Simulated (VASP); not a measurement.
VASP ran on this input.

### INCAR
```
! general
SYSTEM  = ZnS
PREC    = Accurate
ENCUT   = 500
LREAL   = F
LASPH   = T

! electronic loop
EDIFF   = 1E-6
NELM    = 100
ALGO    = Normal
LMAXMIX = 4

! smearing
ISMEAR  = 0
SIGMA   = 0.05

! ions
IBRION  = 2
NSW     = 40
ISIF    = 3
EDIFFG  = -0.02

! output
LWAVE   = F
LCHARG  = F
```

File KPOINTS:
```
Automatic mesh
0
Gamma
7 7 4
0 0 0
```

**POSCAR**
```
ZnS
1
    1.8714451268    -3.2414380034     0.0000000000
    1.8714451268     3.2414380034     0.0000000000
    0.0000000000     0.0000000000     6.1318789870
Zn S
2 2
Direct
  0.6666670000   0.3333330000   0.5000851378
  0.3333330000   0.6666670000   0.0000851378
  0.6666670000   0.3333330000   0.8749148622
  0.3333330000   0.6666670000   0.3749148622
```

POTCAR, in this order: Zn S (LDA.64 set). Program: vasp_std.

Write an equivalent input for Quantum ESPRESSO's pw.x.

One equivalent input (not run):
```
&CONTROL
  calculation = 'vc-relax'
  pseudo_dir = './pseudo'
  outdir = './out'
  tprnfor = .true.
  tstress = .true.
  nstep = 40
  forc_conv_thr = 0.00078
/
&SYSTEM
  ibrav = 0
  nat = 4
  ntyp = 2
  ecutwfc = 84
  occupations = 'smearing'
  smearing = 'gaussian'
  degauss = 0.003675
  input_dft = 'pz'
/
&ELECTRONS
  conv_thr = 7.3e-08
  electron_maxstep = 100
/
&IONS
/
&CELL
/
ATOMIC_SPECIES
  Zn 65.380 Zn.upf
  S 32.060 S.upf
CELL_PARAMETERS angstrom
     1.8714451   -3.2414380    0.0000000
     1.8714451    3.2414380    0.0000000
     0.0000000    0.0000000    6.1318790
ATOMIC_POSITIONS crystal
  Zn   0.6666670  0.3333330  0.5000851
  Zn   0.3333330  0.6666670  0.0000851
  S    0.6666670  0.3333330  0.8749149
  S    0.3333330  0.6666670  0.3749149
K_POINTS automatic
  7 7 4 0 0 0
```
Limits of the translation: the potentials are each code's own (VASP's PAW set, PseudoDojo norm-conserving files in pw.x), so ENCUT and ecutwfc are chosen apart and not converted; conv_thr bounds pw.x's estimated SCF error, while EDIFF bounds the energy change between steps; forc_conv_thr acts on force components and is met together with etot_conv_thr.

The compound is ZnS in the wurtzite structure, the high-temperature form. This run relaxes it. Symmetry was kept, so distortions that lower it aren't found.
